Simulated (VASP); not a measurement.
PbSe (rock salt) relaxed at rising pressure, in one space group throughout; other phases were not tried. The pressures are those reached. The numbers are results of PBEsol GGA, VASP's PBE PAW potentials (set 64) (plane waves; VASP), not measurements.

```json
[
 {"P (GPa)": "0.06", "V (Å³/atom)": "28.371", "k-mesh": "8×8×8"},
 {"P (GPa)": "4.94", "V (Å³/atom)": "26.227", "k-mesh": "8×8×8"},
 {"P (GPa)": "9.93", "V (Å³/atom)": "24.723", "k-mesh": "8×8×8"},
 {"P (GPa)": "19.94", "V (Å³/atom)": "22.630", "k-mesh": "8×8×8"},
 {"P (GPa)": "29.93", "V (Å³/atom)": "21.177", "k-mesh": "8×8×8"}
]
```

A change of mesh leaves a small step in the series.

Task: Fit an equation of state and predict the volume at 45.02 GPa.

Result: Least squares on the third-order Birch-Murnaghan form, P = (3B0/2)(y⁷ − y⁵)[1 + (3/4)(B′ − 4)(y² − 1)] with y = (V0/V)^(1/3), gives V0 = 28.391 Å³/atom, B0 = 53 GPa and B′ = 4.5, and so 19.616 Å³/atom. The run gave 19.560 Å³/atom, -0.3 % from the fit.

Pressures at which the relaxation failed are left out.

The compound is PbSe in the rock salt structure.
